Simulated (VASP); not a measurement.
Consider the following.

```yaml
crystal:
  lattice:
    - [3.45176, -5.93395, 0.01352]
    - [1.70654, 2.95581, 0.00000]
    - [0.01090, -0.00630, 5.54772]
  atoms:
    - { symbol: In, position: [0.34278, 0.34278, 0.50217] }
    - { symbol: In, position: [0.16486, 0.66486, 0.00032] }
    - { symbol: In, position: [0.82481, 0.32481, 0.50309] }
    - { symbol: N, position: [0.36292, 0.36292, 0.89049] }
    - { symbol: N, position: [0.16353, 0.66353, 0.38707] }
    - { symbol: N, position: [0.80585, 0.30585, 0.89804] }
    - { symbol: N, position: [0.66972, 0.66972, 0.34382] }
    - { symbol: Al, position: [0.66554, 0.66554, 0.00298] }
```

The numbers are results of PBEsol GGA, VASP's PBE PAW potentials (set 64) (plane waves; VASP), not measurements. Numerical set-up: 520 eV cut-off, 4×8×5 Γ-centred mesh, tetrahedra with Blöchl corrections, potentials In_d N Al.

The cores are frozen, which limits the accuracy of field gradients.

Question: Give the principal components of the electric field gradient (V/Å²) and the asymmetry η at each nucleus.

Answer: 
```tsv
atom	Vxx	Vyy	Vzz	η
In1	-16.4	-8.0	24.4	0.34
In2	23.8	6.3	-30.0	0.58
In3	-20.5	-1.0	21.5	0.91
N4	10.7	1.0	-11.7	0.83
N5	4.1	0.2	-4.3	0.90
N6	-13.0	-1.0	14.0	0.86
N7	3.8	3.4	-7.2	0.06
Al8	7.4	4.2	-11.5	0.27
```

The structure was generated: AlIn3N4 was put into an ordered model structure (Pm), which need not be its known phase. It was relaxed first.
